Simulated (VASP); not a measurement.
Method: PBEsol GGA, VASP's PBE PAW potentials (set 64) (plane waves; VASP).

VASP ran on this input.

**INCAR**
```
SYSTEM = CdSe
PREC = Accurate; ENCUT = 400; LREAL = .FALSE.
LASPH = .TRUE.; ICHARG = 11
EDIFF = 1E-7; NELM = 100; ALGO = Normal
LMAXMIX = 4
ISMEAR = 0; SIGMA = 0.05
GGA = PS
LWAVE = .FALSE.; LCHARG = .FALSE.; LORBIT = 11
```

**KPOINTS**
```
k-points along high-symmetry lines
10
Line-mode
Reciprocal
  0.000000   0.000000   0.000000 ! GAMMA
  0.000000   0.500000   0.000000 ! M

  0.000000   0.500000   0.000000 ! M
 -0.333333   0.666667   0.000000 ! K

 -0.333333   0.666667   0.000000 ! K
  0.000000   0.000000   0.000000 ! GAMMA

  0.000000   0.000000   0.000000 ! GAMMA
  0.000000   0.000000   0.500000 ! A

  0.000000   0.000000   0.500000 ! A
  0.000000   0.500000   0.500000 ! L

  0.000000   0.500000   0.500000 ! L
 -0.333333   0.666667   0.500000 ! H

 -0.333333   0.666667   0.500000 ! H
  0.000000   0.000000   0.500000 ! A

  0.000000   0.500000   0.500000 ! L
  0.000000   0.500000   0.000000 ! M

 -0.333333   0.666667   0.500000 ! H
 -0.333333   0.666667   0.000000 ! K
```

File POSCAR:
```
CdSe
1
    2.1504413574    -3.7246734532     0.0000000000
    2.1504413574     3.7246734532    -0.0000000000
   -0.0000000000     0.0000000000     7.0129701318
Cd Se
2 2
Direct
  0.6666670000   0.3333330000   0.4999720194
  0.3333330000   0.6666670000   0.9999720194
  0.6666670000   0.3333330000   0.8760279806
  0.3333330000   0.6666670000   0.3760279806
```

POTCAR, in this order: Cd Se (PBE.64 set). Program: vasp_std. Read from the step before: CHGCAR.

The run wrote:

### OSZICAR
```
       N       E                     dE             d eps       ncg     rms          rms(c)
DAV:   1     0.207120674898E+03    0.20712E+03   -0.15274E+04  3976   0.120E+03
DAV:   2    -0.122896823378E+01   -0.20835E+03   -0.20434E+03  4500   0.320E+02
DAV:   3    -0.114451301997E+02   -0.10216E+02   -0.10172E+02  4560   0.718E+01
DAV:   4    -0.115319471541E+02   -0.86817E-01   -0.86759E-01  4542   0.610E+00
DAV:   5    -0.115327543699E+02   -0.80722E-03   -0.80716E-03  4662   0.525E-01
DAV:   6    -0.115327702675E+02   -0.15898E-04   -0.15896E-04  4624   0.616E-02
DAV:   7    -0.115327707106E+02   -0.44305E-06   -0.44309E-06  4742   0.834E-03
DAV:   8    -0.115327707262E+02   -0.15684E-07   -0.15558E-07  3482   0.127E-03
   1 F= -.11532771E+02 E0= -.11532771E+02  d E =-.135883E-10
```

OUTCAR:
```
 val. band max:        0.8291528159   @ k =  -0.0000   0.0000   0.0000

 cond. band min:       1.3729602430   @ k =   0.0000   0.0000   0.0000



 k-point     1 :       0.0000    0.0000    0.0000
  band No.  band energies     occupation
      1     -11.8104      2.00000
      2     -11.4232      2.00000
      3      -7.0794      2.00000
      4      -7.0741      2.00000
      5      -7.0741      2.00000
      6      -7.0052      2.00000
      7      -7.0052      2.00000
      8      -6.7353      2.00000
      9      -6.7353      2.00000
     10      -6.6710      2.00000
     11      -6.6710      2.00000
     12      -6.4021      2.00000
     13      -3.6228      2.00000
     14       0.0506      2.00000
     15       0.0506      2.00000
     16       0.7818      2.00000
     17       0.8291      2.00000
     18       0.8292      2.00000
     19       1.3730      0.00000
     20       2.9202      0.00000
     21       6.6034      0.00000
     22       6.6038      0.00000

 k-point     2 :       0.0000    0.0556    0.0000
  band No.  band energies     occupation
      1     -11.8004      2.00000
      2     -11.4185      2.00000
      3      -7.0775      2.00000
      4      -7.0706      2.00000
      5      -7.0662      2.00000
      6      -7.0013      2.00000
      7      -7.0006      2.00000
      8      -6.7373      2.00000
      9      -6.7356      2.00000
     10      -6.6749      2.00000
     11      -6.6704      2.00000
     12      -6.3960      2.00000
     13      -3.6027      2.00000
     14      -0.1142      2.00000
     15       0.0083      2.00000
     16       0.4559      2.00000
     17       0.7615      2.00000
     18       0.8057      2.00000
     19       1.7344      0.00000
     20       3.0860      0.00000
     21       6.4751      0.00000
     22       6.6546      0.00000

 k-point     3 :       0.0000    0.1111    0.0000
  band No.  band energies     occupation
      1     -11.7714      2.00000
      2     -11.4052      2.00000
...
```

The density is held fixed in this step, so its total energy and stress have no physical meaning.

The compound is CdSe in the wurtzite structure. It was relaxed first.
